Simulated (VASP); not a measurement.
VASP ran on this input.

**KPOINTS**
```
Automatic mesh
0
Gamma
12 12 12
0 0 0
```

### POSCAR
```
RuAl
2.9172490
  0.9999998633   0.0000000000   0.0000000000
  0.0000000000   0.9999998633   0.0000000000
  0.0000000000   0.0000000000   0.9999998633
Al Ru
1 1
direct
  0.5000000000   0.5000000000   0.5000000000
  0.0000000000   0.0000000000   0.0000000000
```

INCAR:
```
SYSTEM = RuAl
PREC = Accurate
ENCUT = 520
EDIFF = 1E-7
NELM = 100
ALGO = Normal
LREAL = .FALSE.
LASPH = .TRUE.
ISMEAR = 1
SIGMA = 0.1
GGA = PE
IVDW = 13
LMAXMIX = 4
LWAVE = .FALSE.
LCHARG = .FALSE.
ISIF = 2
```

POTCAR, in this order: Al Ru_pv (PBE.64 set). Program: vasp_std.

Q: Translate this PBE-D4 calculation to Ansatz.

A: One equivalent input (not run):
Ansatz 0.2 input:
```yaml
crystal:
  lattice:
    - [2.9172486, 0.0000000, 0.0000000]
    - [0.0000000, 2.9172486, 0.0000000]
    - [0.0000000, 0.0000000, 2.9172486]
  atoms:
    - { symbol: Al, position: [0.5000000, 0.5000000, 0.5000000] }
    - { symbol: Ru, position: [0.0000000, 0.0000000, 0.0000000] }
kpoints:
  mp_grid: { grid: [12, 12, 12] }
hamiltonian:
  xc: pbe
  dispersion: d4
  pseudopotentials: { kind: paw }
scf:
  occupations: { method: methfessel_paxton, width: 0.1 }
  max_iter: 100
output: { forces: true, stress: true, eigenvalues: true }
```
Limits of the translation: each code has its own PAW files, so the cut-off isn't converted (ENCUT is set for VASP's; basis.ecutwfc is left out, and Ansatz then takes the one that its files recommend); Ansatz stops its SCF on the density residual and VASP on the energy change (EDIFF).

The compound is RuAl in the CsCl type structure. This cell is one point of a volume scan, at 0.94 of the reference volume.
